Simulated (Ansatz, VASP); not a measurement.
PdPt2 in VASP and in Ansatz

```
CELL_PARAMETERS angstrom
2.73518 0.00000 0.00000
0.00000 2.73518 0.00000
0.00000 0.00000 6.56876
ATOMIC_POSITIONS crystal
Pd 0.00000 0.00000 0.00000
Pt 0.50000 0.50000 0.30586
Pt 0.50000 0.50000 0.69414
```

Change from the starting cell: species swapped into the Ga2Cu type (P4/mmm, No. 123).

Alike in both runs: functional PBE; k mesh 6 × 6 × 4; occupations gaussian, width 0.1 eV; no spin polarisation.

Ansatz relaxed the structure, and its values are those at the end. VASP's run is a single point on that final structure, the one shown.

```csv
,VASP,Ansatz
version,VASP 6.6.1,Ansatz 0.2.0
potentials or method,"VASP PAW PBE potentials, release 64 (Pd, Pt)","scalar-relativistic, plane waves, PAW"
plane-wave cutoff (eV),520,420
valence electrons in the cell,30,54
```

|  | VASP | Ansatz | Ansatz less VASP |
| --- | --- | --- | --- |
| gap on the k mesh at the Fermi level (eV) | none | none | - |
| pressure (GPa) | -0.3 | 0.1 | +0.38 |

A gap of «none» marks a metal or a gap that the smearing closes. The functional is the same, so the differences come from potentials, cutoffs and numerics. The two sets of potentials don't hold the same shells in valence.

Caveats: the k mesh is coarse (spacing up to 0.38 Å⁻¹), so the values aren't converged. Spin-orbit coupling is left out, which matters for the levels of Pt.
